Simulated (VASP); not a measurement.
Given:

```xyz
2
Lattice="0.0000 2.8100 2.8100 2.8100 0.0000 2.8100 2.8100 2.8100 0.0000" Properties=species:S:1:pos:R:3 pbc="T T T"
Ge     0.0000     0.0000     0.0000
Ge     1.4050     1.4050     1.4050
```

Calculation: PBE GGA, VASP's PBE PAW potentials (set 64) (plane waves; VASP). Settings: 500 eV cut-off, 8×8×8 Γ-centred mesh, Gaussian smearing of 0.050 eV, potentials Ge_d.

Energy and stress use the plane-wave basis of the starting cell.

The ions, cell shape and volume at an external pressure of 10.0 GPa are relaxed. What does this cell relax into?

```xyz
2
Lattice="0.0000 2.7615 2.7615 2.7615 0.0000 2.7615 2.7615 2.7615 0.0000" Properties=species:S:1:pos:R:3 pbc="T T T"
Ge     0.0000     0.0000     0.0000
Ge     1.3808     1.3808     1.3808
```
Space group Fd-3m (227), at a tolerance of 0.03 Å.

How do energy and volume change from the first to the last step?

The energy (σ→0) changes by +52.1 meV/atom and the volume by -5.1 %, in 3 ionic steps.

The compound is Ge in the diamond structure. This run relaxes it under an external pressure of 10 GPa. Symmetry was kept, so distortions that lower it aren't found.
